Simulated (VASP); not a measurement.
Here is the system:

```
CELL_PARAMETERS angstrom
      1.48655    -2.57479     0.00000
      1.48655     2.57479     0.00000
      0.00000     0.00000     5.48922
ATOMIC_POSITIONS crystal
  Cd 0.33333 0.66667 0.25000
  Cd 0.66667 0.33333 0.75000
```

These are MS2 meta-GGA, VASP's PBE PAW potentials (set 64) (plane waves; VASP) values and carry that method's errors. Run with 520 eV cut-off, 16×16×8 Γ-centred mesh, tetrahedra with Blöchl corrections, potentials Cd.

Q: What does the run give for the energy per atom (σ→0), band gap (over mesh and band path) with the smallest direct gap where there is one?

A: 
```yaml
band gap (over mesh and band path): none (metal, semimetal or under 0.01 eV)
energy per atom (σ→0): 2.130 eV/atom
```

The compound is Cd in the hcp structure. It was relaxed first.
